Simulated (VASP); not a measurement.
A convergence study with VASP on SiO₂ (rutile): one setting is varied, all else stays as given below, so the limit is that of these other settings. ε∞ is the independent-particle value.

```xyz
6
Lattice="4.1800 0.0000 0.0000 0.0000 4.1800 0.0000 0.0000 0.0000 2.6700" Properties=species:S:1:pos:R:3 pbc="T T T"
Si     0.0000     0.0000     0.0000
Si     2.0900     2.0900     1.3350
O      1.2791     1.2791     0.0000
O      3.3691     0.8109     1.3350
O      0.8109     3.3691     1.3350
O      2.9009     2.9009     0.0000
```

Level of theory: PBEsol GGA, VASP's PBE PAW potentials (set 64) (plane waves; VASP). The tightest run used: 700 eV cut-off, 5×5×7 Γ-centred mesh, Gaussian smearing of 0.050 eV, potentials Si O.

```
setting      mean ε∞  bands
-----------  -------  -----
NBANDS = 17     1.51     17
NBANDS = 18     1.84     18
NBANDS = 20     2.42     20
NBANDS = 24     2.96     24
```

Problem. These are the cheaper rows. Estimate the results at NBANDS = 144, and how far the last row shown lies from them.

Solution. 
```tsv
quantity	tightest run	last row shown is off by
mean ε∞	3.54	-0.59
```

Left out are rungs that failed or repeat a setting and relaxations that didn't move; long series are thinned to 24 rows.

The compound is SiO2 in the rutile structure, stishovite, a high-pressure form. The cell was not relaxed at this level, forces remain on its atoms.
